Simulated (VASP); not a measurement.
An input for Quantum ESPRESSO's pw.x (written as the equivalent of a VASP run, and not itself run):

```
&CONTROL
  calculation = 'vc-relax'
  pseudo_dir = './pseudo'
  outdir = './out'
  tprnfor = .true.
  tstress = .true.
  nstep = 60
  forc_conv_thr = 0.00039
/
&SYSTEM
  ibrav = 0
  nat = 2
  ntyp = 2
  ecutwfc = 84
  occupations = 'smearing'
  smearing = 'gaussian'
  degauss = 0.003675
  input_dft = 'pbesol'
/
&ELECTRONS
  conv_thr = 7.3e-08
  electron_maxstep = 100
/
&IONS
/
&CELL
/
ATOMIC_SPECIES
  Al 26.982 Al.upf
  N 14.007 N.upf
CELL_PARAMETERS angstrom
     0.0000000    2.1839950    2.1839950
     2.1839950    0.0000000    2.1839950
     2.1839950    2.1839950    0.0000000
ATOMIC_POSITIONS crystal
  Al   0.0000000  0.0000000  0.0000000
  N    0.7500000  0.7500000  0.7500000
K_POINTS automatic
  9 9 9 0 0 0
```

Task: Translate this input to VASP (INCAR, KPOINTS, POSCAR, choice of POTCAR).

Result: One answer among several that fit: 
**KPOINTS**
```
Automatic
0
gamma
 9 9 9
0 0 0
```

### INCAR
```
SYSTEM = AlN
PREC = Accurate
ENCUT = 520
EDIFF = 1E-6
NELM = 100
ALGO = Normal
LREAL = .FALSE.
LASPH = .TRUE.
ISMEAR = 0
SIGMA = 0.05
GGA = PS
LWAVE = .FALSE.
LCHARG = .FALSE.
IBRION = 2
ISIF = 3
NSW = 60
EDIFFG = -0.01
```

File POSCAR:
```
AlN
1
    0.0000000000     2.1839950000     2.1839950000
    2.1839950000     0.0000000000     2.1839950000
    2.1839950000     2.1839950000     0.0000000000
Al N
1 1
Direct
  0.0000000000   0.0000000000   0.0000000000
  0.7500000000   0.7500000000   0.7500000000
```

POTCAR, in this order: Al N (PBE.64 set). Program: vasp_std.

The two are equivalent in intent, not identical: the potentials are each code's own (VASP's PAW set, PseudoDojo norm-conserving files in pw.x), so ENCUT and ecutwfc are chosen apart and not converted; conv_thr bounds pw.x's estimated SCF error, while EDIFF bounds the energy change between steps; forc_conv_thr acts on force components and is met together with etot_conv_thr.

The structure comes from a computed database's AlN entry (F-43m); how it stands against other phases isn't given here. This run relaxes it. Symmetry was kept, so distortions that lower it aren't found.
